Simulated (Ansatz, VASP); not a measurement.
## AlCo in two plane-wave programs

One calculation is typed for both programs; each brings its own data sets and cutoff. How far apart do they land? The cell is taken from a series of VASP runs on this material, whose earlier steps may have relaxed, scaled or displaced it; both programs get it as it stands.

Calculated with Ansatz 0.2.0; plane waves, with VASP 6.6.1 beside it; relaxation of cell and atoms at PBEsol with D3(BJ) and relaxation of cell and atoms at r2SCAN with rVV10.

### Step 1. Starting point

The structure is cubic, space group Pm-3m (No. 221). Conventional cell: a = 2.795 Å, b = 2.795 Å, c = 2.795 Å, α = 90.00°, β = 90.00°, γ = 90.00°. Nearest to Co lie 8 Al at 2.42 Å. Al has 8 Co at 2.42 Å nearest. Farther neighbours are not listed.

Structure file:

```xyz
2
Lattice="2.7946 0.0000 0.0000 0.0000 2.7946 0.0000 0.0000 0.0000 2.7946" Properties=species:S:1:pos:R:3 pbc="T T T"
Co    1.3973    1.3973    1.3973
Al    0.0000    0.0000    0.0000
```

### Step 2. VASP: relaxation of cell and atoms, PBEsol with D3(BJ)

The relaxed volume is the usual yardstick between codes: its relative difference is about their pressure difference at one cell divided by the bulk modulus.

Lines of VASP's logs that name or quote its potential files are left out, and so is its time.

INCAR reads:

```
SYSTEM = AlCo
PREC = Accurate
ENCUT = 450
EDIFF = 1E-06
NELM = 100
ISMEAR = 1
SIGMA = 0.15
LREAL = .FALSE.
ALGO = Normal
GGA = PS
IVDW = 12
NBANDS = 13
ISPIN = 2
MAGMOM = 2 0
LMAXMIX = 4
LORBIT = 11
LWAVE = .FALSE.
LCHARG = .FALSE.
KPAR = 4
IBRION = 2
NSW = 50
ISIF = 3
EDIFFG = -0.006
```

POSCAR reads:

```
AlCo
1.0
    2.7945810408      0.0000000000      0.0000000000
    0.0000000000      2.7945810408      0.0000000000
    0.0000000000      0.0000000000      2.7945810408
Co Al
1 1
Direct
    0.5000000000      0.5000000000      0.5000000000
    0.0000000000      0.0000000000      0.0000000000
```

KPOINTS reads:

```
Automatic mesh
0
Gamma
16 16 16
0 0 0
```

Potentials, in the order of the species: Co and Al (PBE family, release 64).

Started as:

```sh
> mpirun -np 4 vasp_std
```

Numbers of over 12 decimals in the logs are rounded to 6 here.

Output:

```text
[banner, memory and clock lines left out]
running    4 mpi-ranks, on    1 nodes
 distrk:  each k-point on    1 cores,    4 groups
 distr:  one band on    1 cores,    1 groups

 POSCAR found type information on POSCAR CoAl
 POSCAR found :  2 types and       2 ions
|                                                                             |
|               ----> ADVICE to this user running VASP <----                  |
|                                                                             |
|     You enforced a specific xc type in the INCAR file but a different       |
|     [... a line on the potential file left out ...]
|     I HOPE YOU KNOW WHAT YOU ARE DOING!                                     |
|                                                                             |

 LDA part: xc-table for (Slater+PW92), standard interpolation
 POSCAR, INCAR and KPOINTS ok, starting setup
 FFT: planning ... GRIDC
 FFT: planning ... GRID_SOFT
 FFT: planning ... GRID
 WAVECAR not read
 entering main loop
       N       E                     dE             d eps       ncg     rms          rms(c)
DAV:   1     0.329535857526E+02    0.32954E+02   -0.48204E+03  8801   0.884E+02
DAV:   2    -0.130584022823E+02   -0.46012E+02   -0.41862E+02  8925   0.164E+02
DAV:   3    -0.145022663088E+02   -0.14439E+01   -0.14284E+01 10404   0.339E+01
DAV:   4    -0.145238995915E+02   -0.21633E-01   -0.21626E-01 10192   0.377E+00
DAV:   5    -0.145246023860E+02   -0.70279E-03   -0.70278E-03 10611   0.725E-01    0.149E+01
DAV:   6    -0.171661483992E+02   -0.26415E+01   -0.54289E+01  9895   0.998E+01    0.167E+01
DAV:   7    -0.130999012794E+02    0.40662E+01   -0.27475E+01 10005   0.636E+01    0.244E+00
DAV:   8    -0.130789642083E+02    0.20937E-01   -0.21447E-01 10297   0.369E+00    0.135E+00
DAV:   9    -0.130637854357E+02    0.15179E-01   -0.50627E-02 10608   0.206E+00    0.621E-01
DAV:  10    -0.130631972983E+02    0.58814E-03   -0.10655E-03 10417   0.347E-01    0.212E-01
DAV:  11    -0.130631879753E+02    0.93230E-05   -0.21772E-04 11604   0.143E-01    0.128E-01
DAV:  12    -0.130631888334E+02   -0.85812E-06   -0.20272E-04 11433   0.130E-01    0.332E-02
DAV:  13    -0.130631905124E+02   -0.16790E-05   -0.51545E-06 10020   0.204E-02    0.143E-02
DAV:  14    -0.130631904925E+02    0.19924E-07   -0.13218E-06  5505   0.124E-02
   1 F= -.13915947E+02 E0= -.13916378E+02  d E =-.139159E+02  mag=     0.0001
 curvature:   0.00 expect dE= 0.000E+00 dE for cont linesearch  0.000E+00
 trial: gam= 0.00000 g(F)=  0.000E+00 g(S)=  0.128E-04 ort = 0.000E+00 (trialstep = 0.100E+01)
 search vector abs. value=  0.128E-04
 bond charge predicted
       N       E                     dE             d eps       ncg     rms          rms(c)
DAV:   1    -0.130625453420E+02    0.64517E-03   -0.20746E-03  9645   0.681E-01    0.119E-01
DAV:   2    -0.130627994405E+02   -0.25410E-03   -0.58758E-03 10125   0.975E-01    0.162E-01
DAV:   3    -0.130623745343E+02    0.42491E-03   -0.25123E-03 10045   0.645E-01    0.187E-02
DAV:   4    -0.130623701105E+02    0.44238E-05   -0.12732E-05  9826   0.298E-02    0.340E-03
DAV:   5    -0.130623700170E+02    0.93542E-07   -0.56709E-07  4958   0.755E-03
   2 F= -.13915952E+02 E0= -.13916382E+02  d E =-.456353E-05  mag=     0.0000
 trial-energy change:   -0.000005  1 .order   -0.000000   -0.000013    0.000012
 step:   0.7186(harm=  0.5075)  dis= 0.00000  next Energy=   -13.915954 (dE=-0.621E-05)
 bond charge predicted
       N       E                     dE             d eps       ncg     rms          rms(c)
DAV:   1    -0.130626177852E+02   -0.24767E-03   -0.16106E-04  9580   0.188E-01    0.334E-02
DAV:   2    -0.130626373026E+02   -0.19517E-04   -0.46199E-04 10150   0.273E-01    0.455E-02
DAV:   3    -0.130626040800E+02    0.33223E-04   -0.19724E-04 10060   0.181E-01    0.524E-03
DAV:   4    -0.130626035529E+02    0.52709E-06   -0.92143E-07  5081   0.837E-03
   3 F= -.13915954E+02 E0= -.13916384E+02  d E =-.613526E-05  mag=    -0.0000
 curvature:  -0.21 expect dE=-0.652E-06 dE for cont linesearch -0.652E-06
 trial: gam= 0.00000 g(F)=  0.737E-65 g(S)=  0.315E-05 ort =-0.634E-05 (trialstep = 0.944E+00)
 search vector abs. value=  0.315E-05
 reached required accuracy - stopping structural energy minimisation
```

OUTCAR, selected parts (step 2):

```text
ion  position               nearest neighbor table
   1  0.500  0.500  0.500-   2 2.42   2 2.42   2 2.42   2 2.42   2 2.42   2 2.42   2 2.42   2 2.42

  LATTYP: Found a simple cubic cell.
 ALAT       =     2.7945810408

 Subroutine GETGRP returns: Found 48 space group operations
 (whereof 48 operations were pure point group operations)

The static configuration has the point symmetry O_h .

 Found    165 irreducible k-points:

   k-points           NKPTS =    165   k-points in BZ     NKDIM =    165   number of bands    NBANDS=     13

   dimension x,y,z NGX =    20 NGY =   20 NGZ =   20
   dimension x,y,z NGXF=    40 NGYF=   40 NGZF=   40

   ENCUT  =  450.0 eV  33.07 Ry    5.75 a.u.   4.83  4.83  4.83*2*pi/ulx,y,z

   NELECT =      12.0000    total number of electrons

 k-points in reciprocal lattice and weights: Automatic mesh
   0.00000000  0.00000000  0.00000000       0.000
   0.06250000  0.00000000  0.00000000       0.001
   0.12500000  0.00000000  0.00000000       0.001
   0.18750000  0.00000000  0.00000000       0.001
   0.25000000  0.00000000  0.00000000       0.001
   0.31250000  0.00000000  0.00000000       0.001
   0.37500000  0.00000000  0.00000000       0.001
   0.43750000  0.00000000  0.00000000       0.001
   0.50000000  0.00000000  0.00000000       0.001
[...]
0.50000000  0.50000000  0.43750000       0.001
   0.50000000  0.50000000  0.50000000       0.000

 Edisp (eV)   -0.85358

 average (electrostatic) potential at core
       1 -76.8907       2 -68.0290

 E-fermi :  11.2738

 spin component 1
 k-point     1 :       0.0000    0.0000    0.0000
  band No.  band energies     occupation
    ...
      2       7.9937      1.00000
      3       7.9937      1.00000
      4      10.3842      1.00000
      5      10.3842      1.00000
      6      10.3842      1.00000
      7      17.5347      0.00000
      8      17.5347      0.00000
      9      17.5347      0.00000
     10      20.2621      0.00000
     11      20.2621      0.00000
    ...

 k-point     2 :       0.0625    0.0000    0.0000
  band No.  band energies     occupation
    ...
      2       7.9888      1.00000
      3       8.0161      1.00000
      4      10.3404      1.00000
      5      10.3404      1.00000
      6      10.3889      1.00000
      7      16.7553      0.00000
      8      17.6431      0.00000
      9      17.6431      0.00000
     10      20.2474      0.00000
     11      20.9939      0.00000
    ...

 k-point     3 :       0.1250    0.0000    0.0000
  band No.  band energies     occupation
    ...
      2       7.9580      1.00000
      3       8.0807      1.00000
      4      10.2200      1.00000
      5      10.2200      1.00000
      6      10.4022      1.00000
      7      15.3832      0.00000
      8      17.9578      0.00000
      9      17.9578      0.00000
     10      20.2038      0.00000
     11      22.2089      0.00000
    ...

 k-point     4 :       0.1875    0.0000    0.0000
  band No.  band energies     occupation
    ...
      2       7.8499      1.00000
      3       8.1797      1.00000
      4      10.0507      1.00000
      5      10.0507      1.00000
      6      10.4222      1.00000
      7      14.0372     -0.00000
      8      18.4524      0.00000
      9      18.4524      0.00000
     10      20.1335      0.00000
     11      23.3028      0.00000
    ...

 k-point     5 :       0.2500    0.0000    0.0000
  band No.  band energies     occupation
    ...
      2       7.5759      1.00000
      3       8.3003      1.00000
      4       9.8650      1.00000
      5       9.8650      1.00000
      6      10.4459      1.00000
      7      12.9160     -0.00000
      8      19.0957      0.00000
      9      19.0957      0.00000
     10      20.0424      0.00000
     11      24.2087      0.00000
    ...

 k-point     6 :       0.3125    0.0000    0.0000
  band No.  band energies     occupation
    ...
      2       7.0456      1.00000
      3       8.4253      1.00000
      4       9.6919      1.00000
      5       9.6919      1.00000
      6      10.4698      1.00000
      7      12.1336     -0.00000
      8      19.8591      0.00000
      9      19.8591      0.00000
     10      19.9412      0.00000
     11      25.0031      0.00000
    ...

 Edisp (eV)   -0.85335

  Total       0.00659     0.00659     0.00659     0.00000     0.00000    -0.00000
  in kB       0.48441     0.48441     0.48441     0.00000     0.00000    -0.00000
  external pressure =        0.48 kB  Pullay stress =        0.00 kB

  energy-cutoff  :      450.00
  volume of cell :       21.81
      direct lattice vectors                 reciprocal lattice vectors
     2.793937794 -0.000000000  0.000000000     0.357917775  0.000000000  0.000000000
    -0.000000000  2.793937794 -0.000000000     0.000000000  0.357917775  0.000000000
    -0.000000000 -0.000000000  2.793937794    -0.000000000  0.000000000  0.357917775

 POSITION                                       TOTAL-FORCE (eV/Angst)
 -----------------------------------------------------------------------------------
      1.39697      1.39697      1.39697        -0.000000      0.000000      0.000000
      0.00000      0.00000      0.00000         0.000000     -0.000000      0.000000
 -----------------------------------------------------------------------------------
    total drift:                               -0.000000      0.000000     -0.000000

  FREE ENERGIE OF THE ION-ELECTRON SYSTEM (eV)
  ---------------------------------------------------
  free  energy   TOTEN  =       -13.9159535985 eV

  energy  without entropy=      -13.9172441457  energy(sigma->0) =      -13.91638378

 reached required accuracy - stopping structural energy minimisation

 total charge
# of ion       s       p       d       tot
------------------------------------------
    1        0.459   0.559   7.557   8.575
    2        0.402   0.456   0.000   0.857
--------------------------------------------------
tot          0.861   1.015   7.557   9.433

 magnetization (x)
# of ion       s       p       d       tot
------------------------------------------
    1       -0.000  -0.000  -0.000  -0.000
    2        0.000   0.000   0.000   0.000
--------------------------------------------------
tot          0.000   0.000  -0.000  -0.000

[... 1 further part left out ...]
```

CONTCAR:

```
AlCo
   1.00000000000000
     2.7939377942485706   -0.0000000000000000    0.0000000000000000
    -0.0000000000000000    2.7939377942485706   -0.0000000000000000
    -0.0000000000000000   -0.0000000000000000    2.7939377942485706
  Co              Al
     1     1
Direct
     0.5000000000000000    0.5000000000000000    0.5000000000000000
     0.0000000000000000    0.0000000000000000    0.0000000000000000
```

The moments of VASP's start collapse, so its state is non-magnetic. Dispersion corrections of this kind ignore metallic screening and tend to overbind metals.

(Part 1 of 3 ends here.)

[Lines on the potential files, build, host, timing and source positions are cut from VASP's logs without a mark.]

[Logs are printed without paths, hosts, clocks, repeated set-up lines and the standing remarks that a program may print on its own settings, such as how far it seeks lower states.]

[Hosts, paths, dates, database ids (printed as entryN), source tags and the programs' standing remarks are cut or masked in the printed files.]
